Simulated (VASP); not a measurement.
Runs of VASP 6.6.1 on MgO. The structure is cubic, space group Fm-3m (No. 225). The conventional cell has a = 4.185 Å, b = 4.185 Å, c = 4.185 Å, α = 90.00°, β = 90.00°, γ = 90.00°. Mg (site symmetry m-3m) has 6 O at 2.09 Å as nearest neighbours. O (site symmetry m-3m) has 6 Mg at 2.09 Å as nearest neighbours. 

```csv
task,level,potentials or basis,cell,cutoff (eV),gap on the mesh (eV),pressure (GPa)
relaxation of cell and atoms,r2SCAN+rVV10,"VASP PAW PBE potentials, release 64 (Mg, O)",relaxed,600,5.76,0.0
relaxation of cell and atoms,LDA,"VASP PAW LDA potentials, release 64 (Mg, O)",relaxed,600,(a),0.0
band structure,r2SCAN+rVV10,"VASP PAW PBE potentials, release 64 (Mg, O)","Fm-3m, 9.16 Å³/atom",520,5.76,0.3
band structure,LDA,"VASP PAW LDA potentials, release 64 (Mg, O)","Fm-3m, 8.89 Å³/atom",520,5.15,0.3
```

Alike in all rows: no spin polarisation; k mesh 12 × 12 × 12; smearing gaussian 0.03 eV.

Problem. Fill in the values left out.

Solution. (a) 5.16.

Caveats: the PAW data sets were made with another functional, which shifts forces and pressure a little (some runs); the relaxation stopped at its first step, so nothing moved (some runs).

A k mesh can miss the band edges.

Runs at the PBE level aren't shown here.
